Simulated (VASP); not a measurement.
Input:

```yaml
crystal:
  lattice:
    - [0.00000, 1.78350, 1.78350]
    - [1.78350, 0.00000, 1.78350]
    - [1.78350, 1.78350, 0.00000]
  atoms:
    - { symbol: C, position: [0.00000, 0.00000, 0.00000] }
    - { symbol: C, position: [0.25000, 0.25000, 0.25000] }
```

These are G0W0 on PBE orbitals, VASP's PBE PAW potentials (set 64) (plane waves; VASP 6.6.1) values and carry that method's errors. Settings: PREC = Normal, 500 eV cut-off, 4×4×4 Γ-centred mesh, Gaussian smearing of 0.010 eV, potentials C_GW_new.

The mesh is coarse and the basis finite, so the quasiparticle values are not converged.

NBANDS = 100, ENCUTGW = 150 eV, NOMEGA = 64. The PBE levels (eV) that the step starts from are:

```
state                          KS energy  filling
-----------------------------  ---------  -------
k1 (0.00, 0.00, 0.00), band 1      -8.77        2
k1 (0.00, 0.00, 0.00), band 2      12.71        2
k1 (0.00, 0.00, 0.00), band 3      12.71        2
k1 (0.00, 0.00, 0.00), band 4      12.71        2
k1 (0.00, 0.00, 0.00), band 5      18.31        0
k1 (0.00, 0.00, 0.00), band 6      18.31        0
k1 (0.00, 0.00, 0.00), band 7      18.31        0
k1 (0.00, 0.00, 0.00), band 8      26.07        0
k2 (0.25, 0.00, 0.00), band 1      -7.05        2
k2 (0.25, 0.00, 0.00), band 2       6.12        2
k2 (0.25, 0.00, 0.00), band 3      10.97        2
k2 (0.25, 0.00, 0.00), band 4      10.97        2
k2 (0.25, 0.00, 0.00), band 5      20.51        0
k2 (0.25, 0.00, 0.00), band 6      20.51        0
k2 (0.25, 0.00, 0.00), band 7      20.86        0
k2 (0.25, 0.00, 0.00), band 8      27.37        0
k3 (0.50, 0.00, 0.00), band 1      -2.99        2
k3 (0.50, 0.00, 0.00), band 2      -0.66        2
k3 (0.50, 0.00, 0.00), band 3       9.92        2
k3 (0.50, 0.00, 0.00), band 4       9.92        2
k3 (0.50, 0.00, 0.00), band 5      21.17        0
k3 (0.50, 0.00, 0.00), band 6      21.17        0
k3 (0.50, 0.00, 0.00), band 7      21.57        0
k3 (0.50, 0.00, 0.00), band 8      28.43        0
```

Problem. Give the quasiparticle energies and renormalisation factors Z.

Solution. 
```
state                          QP energy (eV)     Z
-----------------------------  --------------  ----
k1 (0.00, 0.00, 0.00), band 1          -10.35  0.77
k1 (0.00, 0.00, 0.00), band 2           12.05  0.82
k1 (0.00, 0.00, 0.00), band 3           12.05  0.82
k1 (0.00, 0.00, 0.00), band 4           12.05  0.82
k1 (0.00, 0.00, 0.00), band 5           19.25  0.82
k1 (0.00, 0.00, 0.00), band 6           19.25  0.82
k1 (0.00, 0.00, 0.00), band 7           19.25  0.82
k1 (0.00, 0.00, 0.00), band 8           26.96  0.77
k2 (0.25, 0.00, 0.00), band 1           -8.59  0.77
k2 (0.25, 0.00, 0.00), band 2            5.03  0.80
k2 (0.25, 0.00, 0.00), band 3           10.21  0.82
k2 (0.25, 0.00, 0.00), band 4           10.21  0.82
k2 (0.25, 0.00, 0.00), band 5           21.53  0.81
k2 (0.25, 0.00, 0.00), band 6           21.53  0.81
k2 (0.25, 0.00, 0.00), band 7           21.70  0.81
k2 (0.25, 0.00, 0.00), band 8           28.34  0.77
k3 (0.50, 0.00, 0.00), band 1           -4.41  0.75
k3 (0.50, 0.00, 0.00), band 2           -1.93  0.76
k3 (0.50, 0.00, 0.00), band 3            9.07  0.81
k3 (0.50, 0.00, 0.00), band 4            9.07  0.81
k3 (0.50, 0.00, 0.00), band 5           22.16  0.81
k3 (0.50, 0.00, 0.00), band 6           22.16  0.81
k3 (0.50, 0.00, 0.00), band 7           22.32  0.81
k3 (0.50, 0.00, 0.00), band 8           29.22  0.78
```
On the mesh the gap opens from 4.44 to 5.76 eV.

The compound is C in the diamond structure. The cell was not relaxed at this level. The k-mesh is coarse (spacing up to 0.76 per Å, 2π included), so the numbers may not be converged in it.
